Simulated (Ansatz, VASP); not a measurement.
# Two plane-wave programs on Mo6C

```
Mo C
1.0
     4.46958    0.00000    0.00000
    -2.23479    3.87077    0.00000
     0.00000    0.00000   19.75957
Mo C
6 1
Direct
  0.66667 0.33333 0.20243
  0.33333 0.66667 0.24861
  0.00000 0.00000 0.29478
  0.66667 0.33333 0.33688
  0.33333 0.66667 0.37797
  0.00000 0.00000 0.41800
  0.00000 0.00000 0.50635
```

Alike in both runs: functional PBE; k mesh 6 × 6 × 1; occupations gaussian, width 0.1 eV; no spin polarisation.

Ansatz relaxed the structure, and its values are those at the end. VASP's run is a single point on that final structure, the one shown.

|  | VASP | Ansatz |
| --- | --- | --- |
| version | VASP 6.6.1 | Ansatz 0.2.0 |
| potentials or method | VASP PAW PBE potentials, release 64 (Mo_sv, C) | scalar-relativistic, plane waves, PAW |
| plane-wave cutoff (eV) | 520 | 420 |
| valence electrons in the cell | 88 | 88 |

|  | VASP | Ansatz | Ansatz less VASP |
| --- | --- | --- | --- |
| gap on the k mesh at the Fermi level (eV) | none | none | - |
| rms of the force components (eV/Å) | 0.943 | 0.942 | -0.0014 |
| work function, face that differs most (eV) | 6.62 | 6.62 | +0.002 |

A gap of «none» marks a metal or a gap that the smearing closes. With one functional, cell and mesh, what is left measures potentials, basis and numerics.
